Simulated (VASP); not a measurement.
Data:

```yaml
crystal:
  lattice:
    - [4.63704, 0.00000, 0.00000]
    - [0.00000, 6.55776, 0.00000]
    - [0.00000, 0.00000, 24.17809]
  atoms:
    - { symbol: K, position: [0.00000, 0.00000, 0.36230] }
    - { symbol: K, position: [0.50000, 0.50000, 0.44811] }
    - { symbol: K, position: [0.00000, 0.00000, 0.55189] }
    - { symbol: K, position: [0.50000, 0.50000, 0.63770] }
    - { symbol: Br, position: [0.50000, 0.00000, 0.45206] }
    - { symbol: Br, position: [0.00000, 0.50000, 0.35720] }
    - { symbol: Br, position: [0.50000, 0.00000, 0.64280] }
    - { symbol: Br, position: [0.00000, 0.50000, 0.54794] }
```

The numbers are results of PBEsol GGA, VASP's PBE PAW potentials (set 64) (plane waves; VASP), not measurements. Settings: PREC = Normal, 400 eV cut-off, 5×3×1 Γ-centred mesh, Gaussian smearing of 0.050 eV, potentials K_sv Br.

Problem. What does the run give for the energy per atom (σ→0), band gap (on the k-mesh) with the smallest direct gap where there is one?

Solution. 
```yaml
band gap (on the k-mesh): 3.92 eV
smallest direct gap (on the k-mesh): 3.92 eV
energy per atom (σ→0): -3.119 eV/atom
```

The absolute energy has meaning only against runs of the same code, potentials and settings.

The cell is a thin slab with vacuum, built from KBr (rock salt): (110) face.
